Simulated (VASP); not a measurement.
Computed with PBE GGA, VASP's PBE PAW potentials (set 64) (plane waves; VASP).

A VASP calculation is set up with these files.

INCAR:
```
SYSTEM = ZnS
PREC = Accurate; ENCUT = 400; LREAL = .False.
LASPH = .True.
EDIFF = 1E-6; NELM = 100; ALGO = Normal
LMAXMIX = 4
ISMEAR = 0; SIGMA = 0.05
GGA = PE
IBRION = 2; NSW = 60; ISIF = 3
EDIFFG = -0.02
LWAVE = .False.; LCHARG = .False.
```

**KPOINTS**
```
Automatic
0
G
 6 6 3
```

File POSCAR:
```
ZnS
1.0
  1.9224926601  -3.3298549212   0.0000000000
  1.9224926601   3.3298549212   0.0000000000
  0.0000000000   0.0000000000   6.2991473199
Zn S
2 2
direct
  0.6666670000   0.3333330000   0.5001177716
  0.3333330000   0.6666670000   0.0001177716
  0.6666670000   0.3333330000   0.8748822284
  0.3333330000   0.6666670000   0.3748822284
```

POTCAR, in this order: Zn S (PBE.64 set). Program: vasp_std.

Output of the run:

File OSZICAR:
```
       N       E                     dE             d eps       ncg     rms          rms(c)
DAV:   1     0.210334168905E+03    0.21033E+03   -0.15169E+04   616   0.163E+03
DAV:   2     0.347177077088E+01   -0.20686E+03   -0.20258E+03   682   0.338E+02
DAV:   3    -0.141764183100E+02   -0.17648E+02   -0.17583E+02   730   0.106E+02
DAV:   4    -0.145353430678E+02   -0.35892E+00   -0.35864E+00   736   0.158E+01
DAV:   5    -0.145426926457E+02   -0.73496E-02   -0.73492E-02   730   0.214E+00    0.964E+00
DAV:   6    -0.136686125559E+02    0.87408E+00   -0.20179E+00   970   0.428E+01    0.753E+00
DAV:   7    -0.137026447527E+02   -0.34032E-01   -0.19604E+00   676   0.798E+00    0.329E+00
DAV:   8    -0.136846878714E+02    0.17957E-01   -0.12706E-01   844   0.478E+00    0.111E+00
DAV:   9    -0.136854976408E+02   -0.80977E-03   -0.19720E-02   844   0.264E+00    0.281E-01
DAV:  10    -0.136856661705E+02   -0.16853E-03   -0.15053E-03   718   0.414E-01    0.180E-01
DAV:  11    -0.136859042748E+02   -0.23810E-03   -0.28789E-04   736   0.115E-01    0.709E-02
DAV:  12    -0.136859167561E+02   -0.12481E-04   -0.28780E-05   844   0.749E-02    0.156E-02
DAV:  13    -0.136859187738E+02   -0.20177E-05   -0.37705E-06   644   0.195E-02    0.916E-03
DAV:  14    -0.136859193314E+02   -0.55762E-06   -0.13917E-06   584   0.140E-02
   1 F= -.13685919E+02 E0= -.13685919E+02  d E =-.136859E+02
```

### OUTCAR
```
------------------------ aborting loop because EDIFF is reached ----------------------------------------
  FORCE on cell =-STRESS in cart. coord.  units (eV):
  Direction    XX          YY          ZZ          XY          YZ          ZX
  --------------------------------------------------------------------------------------
  Total       -0.0115538     -0.0115538      0.0178967      0.0000000      0.0000000      0.0000000
  in kB       -0.2295264     -0.2295264      0.3555353      0.0000000      0.0000000      0.0000000
  external PRESSURE =      -0.0345058 kB  Pullay stress =       0.0000000 kB
  volume of cell :       80.65
      direct lattice vectors                 reciprocal lattice vectors
     1.922492660 -3.329854921  0.000000000     0.260079016 -0.150156692  0.000000000
     1.922492660  3.329854921  0.000000000     0.260079016  0.150156692  0.000000000
     0.000000000  0.000000000  6.299147320     0.000000000  0.000000000  0.158751645
  FREE ENERGIE OF THE ION-ELECTRON SYSTEM (eV)
  ---------------------------------------------------
  free  energy   TOTEN  =       -13.6859193314 eV

  energy  without entropy=      -13.6859193314  energy(sigma->0) =      -13.68591933

 reached required accuracy - stopping structural energy minimisation
```
(Selected blocks of OUTCAR.)

The compound is ZnS in the wurtzite structure, the high-temperature form. It was relaxed first. The start is the result of an earlier pass.
